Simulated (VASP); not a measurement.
Calculation: PBE GGA, VASP's PBE PAW potentials (set 64) (plane waves; VASP).

VASP ran on this input.

File KPOINTS:
```
Automatic mesh
0
Gamma
7 7 4
0 0 0
```

POSCAR:
```
ZnO
1
    1.6575000000    -2.8708750000     0.0000000000
    1.6575000000     2.8708750000     0.0000000000
    0.0000000000     0.0000000000     5.3142000000
Zn O
2 2
Direct
  0.6666670000   0.3333330000   0.5000000000
  0.3333330000   0.6666670000   0.0000000000
  0.6666670000   0.3333330000   0.8820000000
  0.3333330000   0.6666670000   0.3820000000
```

### INCAR
```
LREAL = .FALSE.   ! projection in real space or not
SIGMA = 0.05   ! width (eV)
SYSTEM = ZnO
ISIF = 2   ! forces and stress, cell fixed
GGA = PE
EDIFF = 1E-6
IMIX = 4
BMIX = 1.0
LCHARG = .FALSE.
LWAVE = .FALSE.
ISMEAR = 0
NELM = 100   ! most electronic steps
PREC = Accurate
LMAXMIX = 4
ALGO = Normal   ! blocked Davidson
ENCUT = 520
LASPH = .TRUE.
AMIX = 0.1
```

POTCAR, in this order: Zn O (PBE.64 set). Program: vasp_std.

What will the output report for the number of irreducible k-points (NKPTS), number of bands (NBANDS), largest plane-wave count, number of space-group operations, FFT grid (NGX, NGY, NGZ)?

The number of irreducible k-points (NKPTS) is 24 and the number of bands (NBANDS) comes out as 22. The largest plane-wave count comes out as 1387. The number of space-group operations comes out as 12. The FFT grid (NGX, NGY, NGZ) is 28 × 28 × 40.

The compound is ZnO in the wurtzite structure. The cell was not relaxed at this level. The run is one of a series of settings (AMIX = 0.1, BMIX = 1.0, IMIX = 4 against the base run), some of them coarse on purpose.
